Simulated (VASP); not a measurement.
Method: r2SCAN meta-GGA, VASP's PBE PAW potentials (set 64) (plane waves; VASP).

VASP ran on this input.

**KPOINTS**
```
K-points
0
gamma
 18 18 18
```

**INCAR**
```
# general
SYSTEM  = Be
PREC    = Accurate
ENCUT   = 400
LREAL   = F
LASPH   = T

# electronic loop
EDIFF   = 1E-6
NELM    = 100
ALGO    = Normal
LMIXTAU = T

# smearing
ISMEAR  = 1
SIGMA   = 0.1

# functional
METAGGA = R2SCAN

# ions
IBRION  = 2
NSW     = 60
ISIF    = 3
EDIFFG  = -0.01

# output
LWAVE   = F
LCHARG  = F
```

POSCAR:
```
Be
1
    0.0000000000     1.5971610000     1.5971610000
    1.5971610000     0.0000000000     1.5971610000
    1.5971610000     1.5971610000     0.0000000000
Be
1
Direct
  0.0000000000   0.0000000000   0.0000000000
```

POTCAR, in this order: Be (PBE.64 set). Program: vasp_std.

Energy and stress use the plane-wave basis of the starting cell.

### Question
What does the run give for the energy per atom (σ→0), volume per atom, band gap (on the k-mesh)?

### Answer

The energy per atom (σ→0) is -4.255 eV/atom. The band gap (on the k-mesh) comes out as none (metal, semimetal or under 0.01 eV) and the volume per atom comes out as 7.92 Å³/atom.

### OSZICAR
```
...
   2 F= -.42554092E+01 E0= -.42554152E+01  d E =-.255078E-02
       N       E                     dE             d eps       ncg     rms          rms(c)
DAV:   1    -0.425544099405E+01   -0.30890E-04   -0.87578E-05  2015   0.104E-01    0.393E-03
DAV:   2    -0.425544388839E+01   -0.28943E-05   -0.31541E-06  2145   0.141E-02    0.291E-03
DAV:   3    -0.425545525196E+01   -0.11364E-04   -0.13413E-05  1970   0.274E-02    0.323E-03
DAV:   4    -0.425544453419E+01    0.10718E-04   -0.95031E-06  1970   0.220E-02    0.114E-04
DAV:   5    -0.425544444946E+01    0.84730E-07   -0.14735E-08   975   0.138E-03
   3 F= -.42554444E+01 E0= -.42554582E+01  d E =-.258605E-02
```

The structure was generated: Be was put into the fcc type (Fm-3m), which need not be its known phase. This run relaxes it. Symmetry was kept, so distortions that lower it aren't found.
